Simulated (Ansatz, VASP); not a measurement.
Two plane-wave programs on Cu3Pd

```
Cu Pd
1.0
     3.56867    0.00000    0.00000
     0.00000    3.56867    0.00000
     0.00000    0.00000    3.56867
Cu Pd
3 1
Direct
  0.00000 0.50000 0.50000
  0.50000 0.00000 0.50000
  0.50000 0.50000 0.00000
  0.00000 0.00000 0.00000
```

Alike in both runs: functional LDA; k mesh 12 × 12 × 12; occupations fermi-dirac, width 0.15 eV; no spin polarisation.

Ansatz relaxed the structure, and its values are those at the end. VASP's run is a single point on that final structure, the one shown.

```csv
,VASP,Ansatz
version,VASP 6.6.1,Ansatz 0.2.0
potentials or method,"VASP PAW LDA potentials, release 64 (Cu, Pd)","scalar-relativistic, plane waves, PAW"
plane-wave cutoff (eV),520,420
valence electrons in the cell,43,75
```

|  | VASP | Ansatz | Ansatz less VASP |
| --- | --- | --- | --- |
| gap on the k mesh at the Fermi level (eV) | none | none | - |
| pressure (GPa) | 8.6 | 8.0 | -0.55 |

A gap of «none» marks a metal or a gap that the smearing closes. The two sets of potentials don't hold the same shells in valence.
